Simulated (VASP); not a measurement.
Calculation: r2SCAN meta-GGA, VASP's PBE PAW potentials (set 64) (plane waves; VASP).

The input files of a VASP run:

### KPOINTS_OPT
```
k-points along high-symmetry lines
8
Line-mode
Reciprocal
  0.000000   0.000000   0.000000 ! GAMMA
  0.000000   0.500000   0.000000 ! X

  0.000000   0.500000   0.000000 ! X
  0.500000   0.500000   0.000000 ! M

  0.500000   0.500000   0.000000 ! M
  0.000000   0.000000   0.000000 ! GAMMA

  0.000000   0.000000   0.000000 ! GAMMA
  0.500000   0.500000   0.500000 ! R

  0.500000   0.500000   0.500000 ! R
  0.000000   0.500000   0.000000 ! X

  0.500000   0.500000   0.500000 ! R
  0.500000   0.500000   0.000000 ! M

  0.500000   0.500000   0.000000 ! M
  0.500000   0.000000   0.000000 ! X_1
```

POSCAR:
```
SiOs
1
    4.7651012849     0.0000000000    -0.0000000000
    0.0000000000     4.7651012849    -0.0000000000
    0.0000000000    -0.0000000000     4.7651012849
Si Os
4 4
Direct
  0.1645167650   0.3354832350   0.6645167650
  0.3354832350   0.6645167650   0.1645167650
  0.6645167650   0.1645167650   0.3354832350
  0.8354832350   0.8354832350   0.8354832350
  0.8765893975   0.6234106025   0.3765893975
  0.6234106025   0.3765893975   0.8765893975
  0.3765893975   0.8765893975   0.6234106025
  0.1234106025   0.1234106025   0.1234106025
```

INCAR:
```
LWAVE  =  .False.
EDIFF  =  1E-7   ! SCF stop (eV)
LORBIT  =  11
LCHARG  =  .False.
LEFG  =  .True.
NELM  =  100   ! most electronic steps
ALGO  =  Normal   ! blocked Davidson
ISIF  =  2   ! forces and stress, cell fixed
LMIXTAU  =  .True.
LMAXMIX  =  6
LREAL  =  .False.
ENCUT  =  400   ! plane-wave cut-off (eV)
NEDOS  =  601   ! DOS grid
SYSTEM  =  SiOs
ISMEAR  =  -5   ! tetrahedra, Bloechl
LASPH  =  .True.
PREC  =  Accurate
METAGGA  =  R2SCAN
```

File KPOINTS:
```
Regular mesh
0
gamma
  5 5 5
```

POTCAR, in this order: Si Os (PBE.64 set). Program: vasp_std.

Task: What will the output report for the number of irreducible k-points (NKPTS), number of bands (NBANDS), largest plane-wave count, number of space-group operations, FFT grid (NGX, NGY, NGZ)?

Result: 
The number of irreducible k-points (NKPTS) is 11 and the number of bands (NBANDS) comes out as 29. The largest plane-wave count is 1973 and the number of space-group operations comes out as 12. The FFT grid (NGX, NGY, NGZ) comes out as 32 × 32 × 32.

The structure comes from a computed database's SiOs entry (P2_13); how it stands against other phases isn't given here. It was relaxed first.
